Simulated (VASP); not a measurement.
Runs of VASP 6.6.1 on Sc. The structure is hexagonal, space group P6_3/mmc (No. 194). Conventional cell: a = 3.309 Å, b = 3.309 Å, c = 5.273 Å, α = 90.00°, β = 90.00°, γ = 120.00°. Sc (site symmetry -6m2) is surrounded by 12 Sc at 3.26 to 3.31 Å. 

| level | k mesh | cutoff (eV) | gap on the mesh (eV) | pressure (GPa) |
| --- | --- | --- | --- | --- |
| r2SCAN | 11 × 11 × 6 | 520 | none | 0.1 |
| PBEsol | 11 × 11 × 6 | 500 | none | (a) |
| PBEsol | 11 × 11 × 6 | 600 | none | -2.8 |
| PBE | 11 × 11 × 6 | 520 | none | -0.7 |
| PBEsol | 16 × 16 × 9 | 520 | none | -2.8 |

Alike in all rows: task electric field gradients; potentials or basis VASP PAW PBE potentials, release 64 (Sc_sv); no spin polarisation; cell as given; smearing fermi-dirac 0.05 eV.

Fill in the values left out.

(a) -2.9.

Caveats: the PAW data sets were made with another functional, which shifts forces and pressure a little (some runs).

A k mesh can miss the band edges.

A gap of «none» marks a metal or a gap under the smearing width.

Not every run made on this cell is shown here.
